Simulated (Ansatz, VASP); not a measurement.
**SbP in two plane-wave programs**

Wanted: the spread between two codes on one cell, functional and k mesh. The cell is generated by rule, not measured, and may not be a known phase. The cell is taken from a series of runs on this material, whose earlier steps may have relaxed, scaled, displaced or heated it; both programs get it as it stands.

Main program and level: Ansatz 0.2.0; plane waves, with VASP 6.6.1 beside it; relaxation of cell and atoms at LDA.

### 1. Set-up

The structure is cubic, space group F-43m (No. 216). Conventional cell: a = 6.167 Å, b = 6.167 Å, c = 6.167 Å, α = 90.00°, β = 90.00°, γ = 90.00°. Nearest to Sb lie 4 P at 2.67 Å. Nearest to P lie 4 Sb at 2.67 Å. Farther neighbours are not listed.

### 2. Ansatz: relaxation of cell and atoms, LDA, pair 1

Ansatz runs on its default PAW (the set named soft_2) files.

The relaxed volume is the usual yardstick between codes: in a stiff, nearly cubic crystal its relative difference is about their pressure difference at one cell divided by the bulk modulus.

input.yaml

```yaml
crystal:
  lattice:
    - [0.0, 3.0836538304, 3.0836538304]
    - [3.0836538304, 0.0, 3.0836538304]
    - [3.0836538304, 3.0836538304, 0.0]
  atoms:
    - { symbol: Sb, position: [0.0, 0.0, 0.0] }
    - { symbol: P, position: [0.25, 0.25, 0.25] }
kpoints:
  mp_grid: { grid: [10, 10, 10] }
hamiltonian:
  xc: lda
scf:
  occupations: { method: gaussian, width: 0.1 }
output:
  forces: true
  stress: true
  eigenvalues: true
  write_density: true
  write_potential: true
  elf: true
  volumetric_format: npy
relax:
  adjacent_minimum: "off"
  f_tol: 0.005
  max_steps: 80
  cell: { stress_tol: 0.05 }
```

Started as:

```bash
ansatz run input.yaml --threads 4 --pin off --max-ram 7168MiB --backend cpu --events-out ev --progress --plain --runs-dir out
```

Numbers of over 12 decimals in the logs are rounded to 6 here.

The log of the run:

```text
Engine: ansatz 0.2.0, aarch64-unknown-linux-gnu
Pseudopotentials: kind: paw
Pseudopotential: Sb, paw, valence charge 15, recommended cutoff 420 eV (normal), Sb.paw.azcp
Pseudopotential: P, paw, valence charge 5, recommended cutoff 420 eV (normal), P.paw.azcp
Functional definition: SPW92
  exchange = slater_x
  correlation = pw_c
Crystal: 2 atoms, lattice volume = 58.644 Å³
Basis set: ecut = 420 eV, 1139 PW (Γ)
Bands: 14, of which v1, the nominal top of the filled ones, is band 10 counted from 1 (9 counted from 0)
Symmetry: 24 space group operations
Space group: F-43m (ITA 216), of the structure as read, at distance tolerance 3.9e-5 Å
k-points: 47 of 1000 (time reversal used)
Non-local potential: Sb, projectors of the file, l = 0: 2, l = 1: 2, l = 2: 2, l = 3: 2
Non-local potential: P, projectors of the file, l = 0: 2, l = 1: 2, l = 2: 2
PAW form: soft (Blöchl's): semilocal exchange-correlation on the pseudo side does not see the compensation charge
PAW frozen core: Sb, regenerated for the run's functional, and the local potential with it (the file was generated under x = pbe(κ = 0.804, μ = 0.219515), c = pbe(β = 0.066725))
PAW frozen core: P, regenerated for the run's functional, and the local potential with it (the file was generated under x = pbe(κ = 0.804, μ = 0.219515), c = pbe(β = 0.066725))
PAW one-centre angular grid: Sb, 590 points (default); XC on 64 Gauss nodes
PAW one-centre angular grid: P, 110 points (default); XC on 64 Gauss nodes
Initial density: superposition of atomic densities (neutral atoms: chi_scale 0, normalization atom), corrected by the library's trained network
Initial wavefunctions: pseudopotential atomic-orbital guess
Functional: x = slater, c = lda
SCF iter   1: F=—  HF=-7060.755885 eV  |F-HF|=—  |Δ(HF+E_count)|=         —  Δρ=5.85e-3  dr2=1.60e-2  ethr=1.77e-3  ⟨swp⟩=6.1  Hψ=4145  notcnv=0
preconditioner: auto → Kerker (q_TF=auto, 2.280 Å⁻¹)  [metal: Δε(μ)=0.033 eV  Ē_g=8.855 eV  σ=0.100 eV  W_gap=0.18  n_scr=14 (ndim 8)  ℏωp=15.3 eV  f_vac=0.008  D(μ)=2.26/eV (n_scr^D=14)]
SCF iter   2: F=—  HF=-7060.751322 eV  |F-HF|=—  |Δ(HF+E_count)|=   4.56e-3  Δρ=3.31e-3  dr2=4.69e-3  ethr=8.01e-5  ⟨swp⟩=1.7  Hψ=1103  notcnv=0
SCF iter   3: F=—  HF=-7060.749843 eV  |F-HF|=—  |Δ(HF+E_count)|=   1.48e-3  Δρ=4.71e-4  dr2=1.11e-4  ethr=2.34e-5  ⟨swp⟩=2.3  Hψ=1140  notcnv=0
SCF iter   4: F=—  HF=-7060.749797 eV  |F-HF|=—  |Δ(HF+E_count)|=   4.61e-5  Δρ=1.28e-4  dr2=9.52e-6  ethr=5.56e-7  ⟨swp⟩=2.0  Hψ=1135  notcnv=0
SCF iter   5: F=—  HF=-7060.749792 eV  |F-HF|=—  |Δ(HF+E_count)|=   5.22e-6  Δρ=3.43e-5  dr2=1.33e-6  ethr=4.76e-8  ⟨swp⟩=3.0  Hψ=1224  notcnv=0
SCF iter   6: F=—  HF=-7060.749792 eV  |F-HF|=—  |Δ(HF+E_count)|=   3.13e-8  Δρ=1.45e-5  dr2=2.33e-7  ethr=6.65e-9  ⟨swp⟩=1.7  Hψ=787  notcnv=0
SCF iter   7: F=-7060.749792 eV  HF=-7060.749792 eV  |F-HF|=5.44e-9  |Δ(HF+E_count)|=   3.86e-8  Δρ=5.71e-6  dr2=1.85e-8  ethr=5.00e-10  ⟨swp⟩=10.6  Hψ=4732  notcnv=0
SCF 1 converged in 7 iterations: F = -7060.749792 eV  dr2 = 1.85e-8
  greatest PAW one-centre occupation: 0.998 electrons in one spin orbital (limit 2), on the Sb atom at site 0 (counted from 0), in its partial waves of l = 2
relax step   1: F+E_penalty+E_count = -7060.74979164 eV  Δ(F+E_penalty+E_count) = +0.000e0 eV  max|allowed force component| = 1.702e-15 eV/Å  Δτ_max = 0.0000 Å  P = +0.016 GPa  Ω = 58.644 Å³  (7 SCF iters, dr2 threshold 1.00e-7 eV, accepted)
Initial density: handed on by an earlier stage of this run
Initial wavefunctions: pseudopotential atomic-orbital guess (no wavefunctions were taken with the density)
iter 1 solved again at ethr=2.37e-7 eV; its pass at ethr=3.10e-3 eV (dr2=4.74e-5 eV) is discarded
SCF iter   1: F=—  HF=-7060.749791 eV  |F-HF|=—  |Δ(HF+E_count)|=         —  Δρ=6.31e-6  dr2=2.19e-8  ethr=2.37e-7  ⟨swp⟩=4.3  Hψ=6214  notcnv=0
eigensolver tolerance schedule: the retry pair's looser diagonalisation over-reported the residual by 2167.64 of it (diagonalisation noise at 0.20 of the residual, at the tolerance the schedule requests for it); recorded, not acted on — ethr = c·dr2/N_el stays at c = 1.0e-1
preconditioner: auto → Kerker (q_TF=auto, 2.280 Å⁻¹)  [metal: Δε(μ)=0.041 eV  Ē_g=8.854 eV  σ=0.100 eV  W_gap=0.23  n_scr=14 (ndim 8)  ℏωp=15.3 eV  f_vac=0.006  D(μ)=2.16/eV (n_scr^D=14)]
SCF iter   2: F=—  HF=-7060.749792 eV  |F-HF|=—  |Δ(HF+E_count)|=   5.00e-7  Δρ=2.67e-6  dr2=5.50e-9  ethr=1.09e-10  ⟨swp⟩=3.1  Hψ=1291  notcnv=0
SCF iter   3: F=—  HF=-7060.749792 eV  |F-HF|=—  |Δ(HF+E_count)|=   1.34e-9  Δρ=1.21e-6  dr2=1.62e-9  ethr=2.75e-11  ⟨swp⟩=1.5  Hψ=741  notcnv=0
SCF iter   4: F=—  HF=-7060.749792 eV  |F-HF|=—  |Δ(HF+E_count)|=  6.37e-10  Δρ=4.01e-7  dr2=1.13e-10  ethr=8.09e-12  ⟨swp⟩=2.6  Hψ=1115  notcnv=0
SCF iter   5: F=-7060.749792 eV  HF=-7060.749792 eV  |F-HF|=1.82e-12  |Δ(HF+E_count)|=  1.18e-11  Δρ=1.15e-7  dr2=1.01e-11  ethr=1.00e-12  ⟨swp⟩=8.1  Hψ=3805  notcnv=0
SCF 2 converged in 5 iterations: F = -7060.749792 eV  dr2 = 1.01e-11
relax step   2: F+E_penalty+E_count = -7060.74979165 eV  Δ(F+E_penalty+E_count) = -5.168e-9 eV  max|allowed force component| = 1.480e-15 eV/Å  Δτ_max = 0.0000 Å  P = +0.016 GPa  Ω = 58.644 Å³  stress off target by 1.60e-2 GPa  SCF on the basis re-selected at this cell (its energy is not comparable with the rows above)  (5 SCF iters)
basis re-selected at this cell: Δ(F+E_penalty+E_count) = -5.168e-9 eV, ΔP = -0.000 GPa vs the last step (what re-selecting the basis moved, of the pressure what is left beyond the Pulay correction that the steps carried, after the strain that the cell walked since its last selection, with what the two solves' SCF thresholds leave and, on support functions, any second-order correction that the steps lacked; it is no m [...]
SCF converged after 5 iterations
Free energy (F): -7060.749792 eV
Harris-Foulkes:  -7060.749792 eV  (|F-HF|=1.82e-12)
Internal energy: -7060.739008 eV  (E = F + TS)
E sigma→0 (E₀):  -7060.744400 eV
Entropy (-TS):   -0.010783 eV (-5.392 meV/atom)
Fermi energy:    6.603897 eV
--- Per-component energies (eV) ---
  E_band       = -216.053035
  E_kinetic    = 276.442064
  E_local      = -1959.178558  (includes V_loc(G=0)·N_el)
  E_nonlocal   = 401.580630
  E_hartree    = 861.722614
  E_xc         = -197.664794
  E_vxc        = -156.353278  (∫ρ·V_xc dr)
  E_paw        = -4965.776004  (= ΣΔE_a)
  E_vpaw       = -501.989119  (= ΣTr[D̂ρ^β])
  E_aug_tail   = 0.000001  (compensation charges beyond the density's cutoff)
  E_ewald      = -1478.541137
  E_core_change = 0.676175  (= ΣΔE_core)
  E_smearing   = -0.010783  (= −TS)
  E_closure    = 0.000000  (closes the sum)
  Σ components = -7060.749792   (vs F -7060.749792, Δ=0.00e0)
--- Forces (eV/Å), atoms counted from 1 ---
  atom   1  Sb    -0.00000000     0.00000000    -0.00000000
  atom   2  P      0.00000000    -0.00000000     0.00000000
  max |Σ_I F_I| component: 8.88e-16 eV/Å
--- Stress (GPa, compression-positive) ---
        0.015992       0.000000      -0.000000
        0.000000       0.015992       0.000000
       -0.000000       0.000000       0.015992
  P = ⅓ Tr σ = 0.0160 GPa (0.160 kbar)
--- Band table (eV; the first three rows and the last of 47) ---
  k-point 0: bands = [... 6 lower, 2.1267, 4.4718, 4.4718, 4.4718, 7.2578, 7.2578, 7.2578, 11.4210]
  k-point 1: bands = [... 6 lower, 1.5555, 4.3446, 4.3446, 4.6741, 7.4442, 7.4442, 7.4563, 11.8612]
  k-point 2: bands = [... 6 lower, 0.4379, 4.0706, 4.0706, 4.7286, 7.8439, 7.8439, 8.2140, 12.6998]
  k-point 46: bands = [... 6 lower, -3.1810, 2.0563, 2.1046, 7.3824, 7.6621, 9.4412, 10.1686, 12.9127]
--- Relaxed structure (1 steps of the walk, 1 accepted, 1 SCFs on fresh bases) ---
  F+E_penalty+E_count = -7060.74979165 eV   max|allowed force component| = 1.480e-15 eV/Å   (the final SCF, on the basis selected at the relaxed cell)
  cell:  # Å, volume = 58.6444 Å³
    - [0.0, 3.0836538304, 3.0836538304]
    - [3.0836538304, 0.0, 3.0836538304]
    - [3.0836538304, 3.0836538304, 0.0]
  atoms:
    - { symbol: Sb, position: [0.0, 0.0, 0.0] }
    - { symbol: P, position: [0.250000, 0.250000, 0.250000] }
```

Reading the cycles: dr2 is the Hartree energy of the density residual (eV), the measure of convergence; HF is the Harris–Foulkes estimate of the energy, which meets the free energy F at convergence.

### 3. VASP: relaxation of cell and atoms, LDA, pair 1

The same cell, functional (in two slightly different forms), mesh and smearing now go to VASP, with its own data sets.

Lines of VASP's logs that name or quote its potential files are left out, and so is its time.

INCAR

```
SYSTEM = SbP
PREC = Accurate
ENCUT = 500
EDIFF = 1E-07
NELM = 120
ISMEAR = 0
SIGMA = 0.1
LREAL = .FALSE.
ALGO = Normal
GGA = CA
NBANDS = 11
LORBIT = 11
LWAVE = .FALSE.
LCHARG = .FALSE.
ISIF = 3
IBRION = 2
NSW = 80
EDIFFG = -0.005
LASPH = .TRUE.
GGA_COMPAT = .FALSE.
NELMIN = 4
KPAR = 2
```

POSCAR

```
SbP
1.0
    0.0000000000      3.0836540000      3.0836540000
    3.0836540000      0.0000000000      3.0836540000
    3.0836540000      3.0836540000      0.0000000000
Sb P
1 1
Direct
    0.0000000000      0.0000000000      0.0000000000
    0.2500000000      0.2500000000      0.2500000000
```

KPOINTS

```
Automatic mesh
0
Gamma
10 10 10
0 0 0
```

Potentials, in the order of the species: Sb and P (LDA family, release 64).

Started as:

```bash
mpirun -np 2 vasp_std
```

The log of the run:

```text
[banner, memory and clock lines left out]
running    2 mpi-ranks, on    1 nodes
 distrk:  each k-point on    1 cores,    2 groups
 distr:  one band on    1 cores,    1 groups

 POSCAR found type information on POSCAR SbP
 POSCAR found :  2 types and       2 ions
 LDA part: xc-table for (Slater(with rela. corr.)+CA(PZ))
 , standard interpolation
 POSCAR, INCAR and KPOINTS ok, starting setup
 FFT: planning ... GRIDC
 FFT: planning ... GRID_SOFT
 FFT: planning ... GRID
 WAVECAR not read
 entering main loop
       N       E                     dE             d eps       ncg     rms          rms(c)
DAV:   1     0.291680648909E+02    0.29168E+02   -0.36219E+03  1034   0.679E+02
DAV:   2    -0.803697108399E+01   -0.37205E+02   -0.36254E+02  1446   0.115E+02
DAV:   3    -0.999617053952E+01   -0.19592E+01   -0.19388E+01  1314   0.273E+01
DAV:   4    -0.100161136187E+02   -0.19943E-01   -0.19936E-01  1227   0.338E+00
DAV:   5    -0.100163958485E+02   -0.28223E-03   -0.28222E-03  1264   0.410E-01    0.467E+00
DAV:   6    -0.981252009029E+01    0.20388E+00   -0.94255E-01  1124   0.338E+00    0.301E+00
DAV:   7    -0.980431606395E+01    0.82040E-02   -0.53321E-02  1208   0.136E+00    0.141E+00
DAV:   8    -0.979935889023E+01    0.49572E-02   -0.81183E-03  1106   0.467E-01    0.215E-01
DAV:   9    -0.979910306205E+01    0.25583E-03   -0.14798E-03  1257   0.197E-01    0.489E-02
DAV:  10    -0.979911077782E+01   -0.77158E-05   -0.89725E-05  1163   0.580E-02    0.345E-02
DAV:  11    -0.979911167330E+01   -0.89549E-06   -0.25443E-05  1157   0.229E-02    0.735E-03
DAV:  12    -0.979911058356E+01    0.10897E-05   -0.43656E-06  1145   0.895E-03    0.416E-03
DAV:  13    -0.979911056554E+01    0.18019E-07   -0.47025E-07  1112   0.382E-03
   1 F= -.97991106E+01 E0= -.97936285E+01  d E =-.979911E+01
 curvature:   0.00 expect dE= 0.000E+00 dE for cont linesearch  0.000E+00
 trial: gam= 0.00000 g(F)=  0.174E-48 g(S)=  0.267E-03 ort = 0.000E+00 (trialstep = 0.100E+01)
 search vector abs. value=  0.267E-03
 bond charge predicted
       N       E                     dE             d eps       ncg     rms          rms(c)
DAV:   1    -0.979961230610E+01   -0.50172E-03   -0.85355E-03  1124   0.445E-01    0.941E-02
DAV:   2    -0.979931259775E+01    0.29971E-03   -0.64733E-04  1130   0.119E-01    0.488E-02
DAV:   3    -0.979922238676E+01    0.90211E-04   -0.14311E-04  1112   0.603E-02    0.135E-02
DAV:   4    -0.979921188204E+01    0.10505E-04   -0.22157E-05  1204   0.227E-02    0.799E-03
DAV:   5    -0.979921141838E+01    0.46366E-06   -0.78999E-07  1172   0.578E-03    0.433E-03
DAV:   6    -0.979921133286E+01    0.85527E-07   -0.74146E-08   628   0.180E-03
   2 F= -.97992113E+01 E0= -.97937707E+01  d E =-.100767E-03
 trial-energy change:   -0.000101  1 .order   -0.000101   -0.000267    0.000065
 step:   0.8035(harm=  0.8035)  dis= 0.00000  next Energy=    -9.799218 (dE=-0.107E-03)
 bond charge predicted
       N       E                     dE             d eps       ncg     rms          rms(c)
DAV:   1    -0.979923320919E+01   -0.21791E-04   -0.32983E-04  1127   0.876E-02    0.188E-02
DAV:   2    -0.979922168297E+01    0.11526E-04   -0.24890E-05  1130   0.234E-02    0.985E-03
DAV:   3    -0.979921820626E+01    0.34767E-05   -0.55366E-06  1112   0.119E-02    0.269E-03
DAV:   4    -0.979921780612E+01    0.40014E-06   -0.83911E-07  1189   0.443E-03    0.155E-03
DAV:   5    -0.979921778789E+01    0.18231E-07   -0.26573E-08   571   0.113E-03
   3 F= -.97992178E+01 E0= -.97937687E+01  d E =-.107222E-03
 curvature:  -0.40 expect dE=-0.256E-08 dE for cont linesearch -0.256E-08
 trial: gam= 0.00000 g(F)=  0.669E-48 g(S)=  0.637E-08 ort =-0.130E-05 (trialstep = 0.961E+00)
 search vector abs. value=  0.647E-08
 reached required accuracy - stopping structural energy minimisation
```

From OUTCAR (step 3):

```text
ion  position               nearest neighbor table
   1  0.000  0.000  0.000-   2 2.67   2 2.67   2 2.67   2 2.67
   2  0.250  0.250  0.250-   1 2.67   1 2.67   1 2.67   1 2.67

  LATTYP: Found a face centered cubic cell.
 ALAT       =     6.1673080000

 Subroutine GETGRP returns: Found 24 space group operations
 (whereof 24 operations were pure point group operations)

The static configuration has the point symmetry T_d .

 Found     47 irreducible k-points:

   k-points           NKPTS =     47   k-points in BZ     NKDIM =     47   number of bands    NBANDS=     11

   dimension x,y,z NGX =    32 NGY =   32 NGZ =   32
   dimension x,y,z NGXF=    64 NGYF=   64 NGZF=   64

   ENCUT  =  500.0 eV  36.75 Ry    6.06 a.u.   7.95  7.95  7.95*2*pi/ulx,y,z

   NELECT =      10.0000    total number of electrons

 k-points in reciprocal lattice and weights: Automatic mesh
   0.00000000  0.00000000  0.00000000       0.001
   0.10000000  0.00000000  0.00000000       0.008
   0.20000000  0.00000000  0.00000000       0.008
   0.30000000  0.00000000  0.00000000       0.008
   0.40000000  0.00000000  0.00000000       0.008
   0.50000000  0.00000000  0.00000000       0.004
   0.10000000  0.10000000  0.00000000       0.006
   0.20000000  0.10000000  0.00000000       0.024
   0.30000000  0.10000000  0.00000000       0.024
[...]
-0.30000000  0.40000000  0.20000000       0.024
  -0.30000000  0.50000000  0.20000000       0.012

 average (electrostatic) potential at core
       1 -89.0308       2 -85.0460

 E-fermi :   4.9138

 k-point     1 :       0.0000    0.0000    0.0000
  band No.  band energies     occupation
      1      -8.0531      2.00000
      2       0.4614      2.00000
      3       2.7798      2.00000
      4       2.7798      2.00000
      5       2.7798      2.00000
      6       5.5643      0.00000
      7       5.5643      0.00000
      8       5.5643      0.00000
      9       9.7329      0.00000
     10      11.8355      0.00000
    ...

 k-point     2 :       0.1000    0.0000    0.0000
  band No.  band energies     occupation
      1      -7.9629      2.00000
      2      -0.1124      2.00000
      3       2.6530      2.00000
      4       2.6530      2.00000
      5       2.9854      2.00000
      6       5.7499      0.00000
      7       5.7499      0.00000
      8       5.7621      0.00000
      9      10.1713      0.00000
     10      11.4897      0.00000
    ...

 k-point     3 :       0.2000    0.0000    0.0000
  band No.  band energies     occupation
      1      -7.7002      2.00000
      2      -1.2312      2.00000
      3       2.3799      2.00000
      4       2.3799      2.00000
      5       3.0438      2.00000
      6       6.1479      0.00000
      7       6.1479      0.00000
      8       6.5166      0.00000
      9      11.0038      0.00000
     10      11.1547      0.00000
    ...

  Total       -0.0002966     -0.0002966     -0.0002966      0.0000000     -0.0000000     -0.0000000
  in kB       -0.0080757     -0.0080757     -0.0080757      0.0000000     -0.0000000     -0.0000000
  external PRESSURE =      -0.0080757 kB  Pullay stress =       0.0000000 kB

  energy-cutoff  :      500.00
  volume of cell :       58.85
      direct lattice vectors                 reciprocal lattice vectors
     0.000000000  3.087285631  3.087285631    -0.161954565  0.161954565  0.161954565
     3.087285631 -0.000000000  3.087285631     0.161954565 -0.161954565  0.161954565
     3.087285631  3.087285631 -0.000000000     0.161954565  0.161954565 -0.161954565

 POSITION                                       TOTAL-FORCE (eV/Angst)
 -----------------------------------------------------------------------------------
      0.00000      0.00000      0.00000        -0.000000     -0.000000     -0.000000
      1.54364      1.54364      1.54364         0.000000      0.000000      0.000000
 -----------------------------------------------------------------------------------
    total drift:                               -0.000000     -0.000000     -0.000000

  FREE ENERGIE OF THE ION-ELECTRON SYSTEM (eV)
  ---------------------------------------------------
  free  energy   TOTEN  =        -9.7992177879 eV

  energy  without entropy=       -9.7883195513  energy(sigma->0) =       -9.79376867

 reached required accuracy - stopping structural energy minimisation

 total charge
# of ion       s       p       d       tot
------------------------------------------
    1        1.268   1.071   0.052   2.391
    2        1.142   1.301   0.000   2.442
--------------------------------------------------
tot          2.410   2.372   0.052   4.833

[... 3 further parts left out ...]
```

CONTCAR:

```
SbP
   1.00000000000000
     0.0000000000000000    3.0872856308359276    3.0872856308359276
     3.0872856308359276   -0.0000000000000000    3.0872856308359276
     3.0872856308359276    3.0872856308359276   -0.0000000000000000
  Sb              P
     1     1
Direct
     0.0000000000000000    0.0000000000000000    0.0000000000000000
     0.2500000000000000    0.2500000000000000    0.2500000000000000
```

### 4. Side by side

Known differences besides the potentials themselves: the two LDA forms differ slightly; the data sets hold 20 valence electrons in Ansatz (on its default PAW (the set named soft_2) files) and 10 in VASP; the cutoff is 420 eV in Ansatz and 500 eV in VASP; VASP's log shows a relativistic correction to its local exchange, Ansatz's none; Ansatz adds a Pulay correction to the stress that steers its cell, VASP none. Total energies have different zeros and are not compared.

Both answers:

| quantity | Ansatz | VASP | difference |
| --- | --- | --- | --- |
| volume (Å³) | 58.64 | 58.85 | -0.35 % |
| edge a after relaxation, in the typed setting (Å) | 4.361 | 4.366 | -0.12 % |

(Continued in part 2 of 2.)

[Lines on the potential files, build, host, timing and source positions are cut from VASP's logs without a mark.]

[Logs are printed without paths, hosts, clocks, repeated set-up lines and the standing remarks that a program may print on its own settings, such as how far it seeks lower states.]

[Hosts, paths, dates, database ids (printed as entryN), source tags and the programs' standing remarks are cut or masked in the printed files.]
